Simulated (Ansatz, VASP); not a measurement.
Two plane-wave programs on AlIn3Sb2N2

```xyz
8
Lattice="4.0327 0.0000 0.0000 0.0000 4.0327 0.0000 0.0000 0.0000 11.0501" Properties=species:S:1:pos:R:3 pbc="T T T"
Al    0.0000    0.0000    0.0000
In    0.0000    0.0000    5.5250
In    2.0163    2.0163    1.6934
In    2.0163    2.0163    9.3566
Sb    2.0163    0.0000    3.6379
Sb    0.0000    2.0163    7.4121
N     2.0163    0.0000   10.4975
N     0.0000    2.0163    0.5525
```

Alike in both runs: functional PBE; k mesh 3 × 3 × 1; occupations gaussian, width 0.15 eV; no spin polarisation.

Ansatz relaxed the structure, and its values are those at the end. VASP's run is a single point on that final structure, the one shown.

|  | VASP | Ansatz |
| --- | --- | --- |
| version | VASP 6.6.1 | Ansatz 0.2.0 |
| potentials or method | VASP PAW PBE potentials, release 64 (Al, In_d, Sb, N) | scalar-relativistic, plane waves, PAW |
| plane-wave cutoff (eV) | 520 | 420 |
| valence electrons in the cell | 62 | 82 |

VASP gave:

- gap on the k mesh at the Fermi level (eV): none
- pressure (GPa): 0.1
- rms of the force components (eV/Å): 0.014

Task: Which values does Ansatz return?

Result: gap on the k mesh at the Fermi level (eV): none; pressure (GPa): 0.1; rms of the force components (eV/Å): 0.020.

A gap of «none» marks a metal or a gap that the smearing closes. The two sets of potentials don't hold the same shells in valence.

Caveats: the k mesh is coarse (spacing up to 0.57 Å⁻¹), so the values aren't converged. Spin-orbit coupling is left out, which matters for the levels of Sb.
